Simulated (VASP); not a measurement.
```yaml
crystal:
  lattice:
    - [1.90242, -3.29509, 0.00000]
    - [1.90242, 3.29509, 0.00000]
    - [0.00000, 0.00000, 5.90916]
  atoms:
    - { symbol: Sn, position: [0.00000, 0.00000, 0.00000] }
    - { symbol: Se, position: [0.33333, 0.66667, 0.26664] }
    - { symbol: Se, position: [0.66667, 0.33333, 0.73336] }
```

Computed with LDA (Ceperley-Alder, Perdew-Zunger), VASP's LDA PAW potentials (set 64) (plane waves; VASP 6.6.1). Numerical set-up: 520 eV cut-off, Gaussian smearing of 0.050 eV, potentials Sn_d Se.

Unless said otherwise, spin-orbit coupling is left out, though it shifts the bands of the heavy elements here.

Problem. Give the energies of bands 8 to 16 at the high-symmetry points, in eV from the valence-band maximum.

Solution. 
```json
[
 {"band": "8", "Γ": "-6.77", "M": "-7.47", "K": "-7.76", "A": "-5.49", "L": "-7.68", "H": "-7.64"},
 {"band": "9", "Γ": "-0.85", "M": "-4.62", "K": "-3.81", "A": "-2.71", "L": "-5.37", "H": "-4.64"},
 {"band": "10", "Γ": "-0.85", "M": "-3.51", "K": "-3.81", "A": "-1.04", "L": "-2.58", "H": "-4.64"},
 {"band": "11", "Γ": "-0.68", "M": "-2.90", "K": "-3.52", "A": "-1.04", "L": "-2.19", "H": "-4.16"},
 {"band": "12", "Γ": "-0.68", "M": "-1.92", "K": "-2.21", "A": "-0.38", "L": "-1.28", "H": "-0.46"},
 {"band": "13", "Γ": "-0.14", "M": "-0.46", "K": "-2.21", "A": "-0.38", "L": "-1.15", "H": "-0.46"},
 {"band": "14", "Γ": "0.56", "M": "1.02", "K": "0.55", "A": "2.36", "L": "0.52", "H": "2.20"},
 {"band": "15", "Γ": "2.69", "M": "3.29", "K": "6.23", "A": "2.56", "L": "3.68", "H": "4.01"},
 {"band": "16", "Γ": "4.35", "M": "4.74", "K": "6.23", "A": "3.92", "L": "4.34", "H": "4.01"}
]
```

The gap is indirect, 0.29 eV, from the valence maximum at K-Γ at 0.78 to the conduction minimum at L-M at 0.33.

Measured: gap 0.98 eV (computed value off by -0.69 eV), as given by Joseph M. Gonzalez et al., Physical Review B (2016), arXiv:1609.04381.

The compound is SnSe2 in the 1T layered structure. It was relaxed first.
